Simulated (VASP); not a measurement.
An input for Ansatz (written as the equivalent of a VASP run, and not itself run):

Ansatz 0.2 input:
```yaml
crystal:
  lattice:
    - [5.4089080, 0.0000000, 0.0000000]
    - [0.0000000, 5.4089080, 0.0000000]
    - [0.0000000, 0.0000000, 5.4089080]
  atoms:
    - { symbol: Ho, position: [0.0000000, 0.0000000, 0.0000000], spin: 4 }
    - { symbol: Br, position: [0.5000000, 0.0000000, 0.0000000] }
    - { symbol: Br, position: [0.0000000, 0.0000000, 0.5000000] }
    - { symbol: Br, position: [0.0000000, 0.5000000, 0.0000000] }
kpoints:
  mp_grid: { grid: [3, 3, 3] }
hamiltonian:
  xc: pbe
  pseudopotentials: { kind: paw }
magnetization: { spin_polarized: true }
scf:
  occupations: { method: gaussian, width: 0.1 }
  max_iter: 100
relax:
  max_steps: 50
  f_tol: 0.01
  cell: {}
output: { forces: true, stress: true, eigenvalues: true }
```

Question: Translate this input to VASP (INCAR, KPOINTS, POSCAR, choice of POTCAR).

Answer: One answer among several that fit: 
KPOINTS:
```
Automatic mesh
0
Gamma
3 3 3
0 0 0
```

### INCAR
```
# general
SYSTEM   =  HoBr3
PREC     =  Accurate
ENCUT    =  300   # plane-wave cut-off (eV)
LREAL    =  .False.
LASPH    =  .True.

# electronic loop
EDIFF    =  1E-6   # SCF stop (eV)
NELM     =  100
ALGO     =  Normal   # blocked Davidson
LMAXMIX  =  6   # l cut-off of mixed one-centre charges

# smearing
ISMEAR   =  0
SIGMA    =  0.1   # width (eV)

# functional
GGA      =  PE   # PBE

# spin
ISPIN    =  2
MAGMOM   =  4.0 3*0.0

# ions
IBRION   =  2
NSW      =  50
ISIF     =  3   # ions, shape and volume
EDIFFG   =  -0.01   # ionic stop

# output
LWAVE    =  .False.
LCHARG   =  .False.
LORBIT   =  11   # lm-projected
```

File POSCAR:
```
HoBr3
1.0
  5.4089080000   0.0000000000   0.0000000000
  0.0000000000   5.4089080000   0.0000000000
  0.0000000000   0.0000000000   5.4089080000
Ho Br
1 3
Cartesian
  0.0000000000   0.0000000000   0.0000000000
  2.7044540000   0.0000000000   0.0000000000
  0.0000000000   0.0000000000   2.7044540000
  0.0000000000   2.7044540000   0.0000000000
```

POTCAR, in this order: Ho Br (PBE.64 set). Program: vasp_std.

Limits of the translation: each code has its own PAW files, so the cut-off isn't converted (ENCUT is set for VASP's; basis.ecutwfc is left out, and Ansatz then takes the one that its files recommend); Ansatz stops its SCF on the density residual and VASP on the energy change (EDIFF).

The structure was generated: HoBr3 was put into an ordered model structure, which need not be its known phase. This run relaxes it. Symmetry was kept, so distortions that lower it aren't found. The run is one of a series of settings (EDIFFG = -0.01, IBRION = 2, ISIF = 3, NSW = 50 against the base run), some of them coarse on purpose.
